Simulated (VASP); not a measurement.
Calculation: PBE GGA + U (Dudarev), VASP's PBE PAW potentials (set 64) (plane waves; VASP 6.6.1).

A VASP calculation is set up with these files.

File POSCAR:
```
Ni3Si
3.5332220
  1.0000000000   0.0000000000   0.0000000000
  0.0000000000   0.9754846992   0.0000000000
  0.0000000000   0.0000000000   1.0063964280
Si Ni
1 3
Cartesian
  0.0000000000   0.0000000000   0.0000000000
  0.0000000000   0.4877423496   0.5031982140
  0.5000000000   0.0000000000   0.5031982140
  0.5058990000   0.4877423496   0.0000000000
```

**INCAR**
```
EDIFF=1E-6
LDAUL=-1 2
ENCUT=400   # plane-wave cut-off (eV)
LDAU=.TRUE.
SYSTEM=Ni3Si
NELM=100   # most electronic steps
ISIF=2
LCHARG=.FALSE.
LWAVE=.FALSE.
ALGO=Normal
LDAUJ=0 0
LASPH=.TRUE.
LREAL=.FALSE.
SIGMA=0.1   # width (eV)
LMAXMIX=4
LDAUTYPE=2   # Dudarev
GGA=PE   # PBE
ISMEAR=1   # Methfessel-Paxton
LORBIT=10
PREC=Accurate
LDAUU=0 6.0
LDAUPRINT=1
```

**KPOINTS**
```
Automatic mesh
0
Gamma
8 8 8
0 0 0
```

POTCAR, in this order: Si Ni (PBE.64 set). Program: vasp_std.

Output of the run:

### OSZICAR
```
       N       E                     dE             d eps       ncg     rms          rms(c)
DAV:   1     0.187063619913E+03    0.18706E+03   -0.13654E+04  5290   0.182E+03
DAV:   2    -0.399872638844E+01   -0.19106E+03   -0.18400E+03  5255   0.329E+02
DAV:   3    -0.140700340349E+02   -0.10071E+02   -0.98229E+01  5700   0.108E+02
DAV:   4    -0.142231006029E+02   -0.15307E+00   -0.15271E+00  6000   0.118E+01
DAV:   5    -0.142273539136E+02   -0.42533E-02   -0.42530E-02  6094   0.187E+00    0.158E+01
DAV:   6    -0.142154144396E+02    0.11939E-01   -0.20321E+01  5773   0.764E+01    0.100E+01
DAV:   7    -0.128369192189E+02    0.13785E+01   -0.65213E+00  5775   0.448E+01    0.433E+00
DAV:   8    -0.128849270094E+02   -0.48008E-01   -0.54530E-01  7328   0.175E+01    0.266E+00
DAV:   9    -0.128342173763E+02    0.50710E-01   -0.14142E-01  6291   0.143E+01    0.939E-01
DAV:  10    -0.128338566171E+02    0.36076E-03   -0.23231E-02  6000   0.198E+00    0.587E-01
DAV:  11    -0.128356453731E+02   -0.17888E-02   -0.66868E-03  7204   0.295E+00    0.532E-01
DAV:  12    -0.128348594021E+02    0.78597E-03   -0.48702E-03  6958   0.252E+00    0.119E-01
DAV:  13    -0.128348996393E+02   -0.40237E-04   -0.12435E-03  7015   0.732E-01    0.492E-02
DAV:  14    -0.128348971902E+02    0.24491E-05   -0.18783E-04  6263   0.228E-01    0.265E-02
DAV:  15    -0.128348913079E+02    0.58823E-05   -0.37235E-05  6088   0.124E-01    0.906E-03
DAV:  16    -0.128348901944E+02    0.11135E-05   -0.66400E-06  5533   0.631E-02    0.435E-03
DAV:  17    -0.128348899913E+02    0.20307E-06   -0.96086E-07  3048   0.248E-02
   1 F= -.12834890E+02 E0= -.12834663E+02  d E =-.680686E-03
```

OUTCAR:
```
------------------------ aborting loop because EDIFF is reached ----------------------------------------
  FORCE on cell =-STRESS in cart. coord.  units (eV):
  Direction    XX          YY          ZZ          XY          YZ          ZX
  --------------------------------------------------------------------------------------
  Total       -4.5666915     -3.9081779     -4.7794971      0.0000000      0.0000000      0.0000000
  in kB     -168.9701257   -144.6047575   -176.8440531      0.0000000      0.0000000      0.0000000
  external PRESSURE =    -163.4729788 kB  Pullay stress =       0.0000000 kB
  volume of cell :       43.30
      direct lattice vectors                 reciprocal lattice vectors
     3.533222000  0.000000000  0.000000000     0.283027786  0.000000000  0.000000000
     0.000000000  3.446604000  0.000000000     0.000000000  0.290140672  0.000000000
     0.000000000  0.000000000  3.555822000     0.000000000  0.000000000  0.281228925
 POSITION                                       TOTAL-FORCE (eV/Angst)
 -----------------------------------------------------------------------------------
      0.00000      0.00000      0.00000         0.031231      0.000000      0.000000
      0.00000      1.72330      1.77791         0.083450      0.000000      0.000000
      1.76661      0.00000      1.77791        -0.009704      0.000000      0.000000
      1.78745      1.72330      0.00000        -0.104977      0.000000      0.000000
 -----------------------------------------------------------------------------------
    total drift:                               -0.000589     -0.000000      0.000015
  FREE ENERGIE OF THE ION-ELECTRON SYSTEM (eV)
  ---------------------------------------------------
  free  energy   TOTEN  =       -12.8348899913 eV

  energy  without entropy=      -12.8342093053  energy(sigma->0) =      -12.83466310

 total charge

# of ion       s       p       d       tot
------------------------------------------
    1        0.742   0.772   0.000   1.514
    2        0.448   0.476   8.734   9.658
    3        0.445   0.470   8.731   9.647
    4        0.449   0.478   8.736   9.662
--------------------------------------------------
tot          2.084   2.196  26.201  30.481
```
(Selected blocks of OUTCAR.)

File OUTCAR:
```
 val. band max:        9.5873453359   @ k =   0.1250   0.1250   0.1250

 cond. band min:       9.6064604807   @ k =   0.3750   0.5000   0.3750


 Fermi energy:         9.6006238397

 k-point     1 :       0.0000    0.0000    0.0000
  band No.  band energies     occupation
      1      -1.5348      2.00000
      2       4.5207      2.00000
      3       5.3422      2.00000
      4       5.3517      2.00000
      5       5.8288      2.00000
      6       5.8705      2.00000
      7       5.8814      2.00000
      8       7.8023      2.00000
      9       7.8321      2.00000
     10       7.9474      2.00000
     11       8.4719      2.00000
     12       8.6170      2.00000
     13       8.9978      2.00000
     14       9.2799      2.00006
     15       9.4043      2.01798
     16       9.4519      2.05646
     17       9.5775      1.37929
     18       9.6176      0.71707
     19       9.8687     -0.00099
     20      14.6905      0.00000
     21      16.0756      0.00000

 k-point     2 :       0.1250    0.0000    0.0000
  band No.  band energies     occupation
      1      -1.3596      2.00000
      2       4.6046      2.00000
      3       5.1950      2.00000
      4       5.4723      2.00000
      5       5.8296      2.00000
      6       5.8990      2.00000
      7       5.9240      2.00000
      8       7.6598      2.00000
      9       7.7506      2.00000
     10       7.7755      2.00000
     11       8.3098      2.00000
     12       8.5811      2.00000
     13       8.8730      2.00000
     14       8.9180      2.00000
     15       8.9704      2.00000
     16       9.1875      2.00000
     17       9.5778      1.37529
     18      10.1638     -0.00000
     19      10.5754     -0.00000
     20      15.0674      0.00000
     21      16.2920      0.00000

 k-point     3 :       0.2500    0.0000    0.0000
  band No.  band energies     occupation
      1      -0.8565      2.00000
      2       4.3792      2.00000
      3       5.0394      2.00000
...
```

The compound is Ni3Si in the L1_2 structure. The cell was not relaxed at this level, atoms are displaced from their ideal sites. The run is one of a series of settings (LDAU = .TRUE., LDAUJ = 0 0, LDAUL = -1 2, LDAUTYPE = 2, LDAUU = 0 6.0 against the base run), some of them coarse on purpose. The run is not spin-polarised, so no magnetic state was tried.
